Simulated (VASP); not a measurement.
# SnC3: single point with PBE

The system is SnC3.

```
C Sn
1.0
     1.55441    0.89744    5.17135
    -1.55441    0.89744    5.17135
     0.00000   -1.79488    5.17135
C Sn
3 1
Direct
  0.01439 0.01439 0.01439
  0.47725 0.47725 0.47725
  0.38316 0.38316 0.38316
  0.87520 0.87520 0.87520
```

The cell was built by a generator and needn't be a form met in nature.

The cell isn't the ideal one: biaxial_xy strain -0.8%.

```json
{
  "Program": "VASP 6.6.1",
  "Task": "single point",
  "Functional": "PBE",
  "Potentials or basis": "VASP PAW PBE potentials, release 64 (C, Sn_d)",
  "Cutoff": "520 eV",
  "k mesh": "10 × 10 × 10",
  "Occupations": "fermi-dirac, width 0.02 eV",
  "Spin": "no spin polarisation",
  "Dipole correction": "no",
  "Further INCAR settings": "ALGO = Fast; EDIFF = 1e-06; NBANDS = 21"
}
```

```
Pressure               : 5.1 GPa
Largest force          : 0.221 eV/Å
Band gap on the k mesh : 0.08 eV, direct
```

Forces in eV/Å, atoms in the order of the input:
```
C    0.000  0.000  0.210
C    0.000  0.000 -0.212
C    0.000  0.000 -0.219
Sn   0.000  0.000  0.221
```

Stress tensor (GPa, compression positive):
```
5.12 0.00 0.00
0.00 5.12 0.00
0.00 0.00 4.95
```

Levels at points of the mesh, in eV from the valence-band top:
| k point | band 10 | band 11 | band 12 | band 13 | band 14 | band 15 | band 16 | band 17 |
| --- | --- | --- | --- | --- | --- | --- | --- | --- |
| (0.00, 0.00, 0.00) | -3.81 | -2.62 | 0.00 | 0.00 | 0.08 | 1.87 | 3.37 | 3.37 |
| (0.50, 0.00, 0.00) | -7.16 | -5.43 | -5.30 | -2.26 | 1.19 | 3.22 | 4.58 | 5.77 |
| (0.50, 0.50, 0.00) | -5.90 | -5.62 | -2.69 | -1.40 | 0.39 | 1.05 | 3.16 | 4.58 |
| (0.50, 0.50, 0.50) | -3.66 | -3.66 | -0.51 | -0.51 | 0.25 | 2.62 | 3.81 | 3.81 |

Run time: 6 min on 1 thread of AMD EPYC 7R13 Processor (Zen 3) (shared host), peak memory 0.28 GiB.

Caveat: spin-orbit coupling is left out, which moves the levels of the heavy elements. A k mesh can miss the band edges.
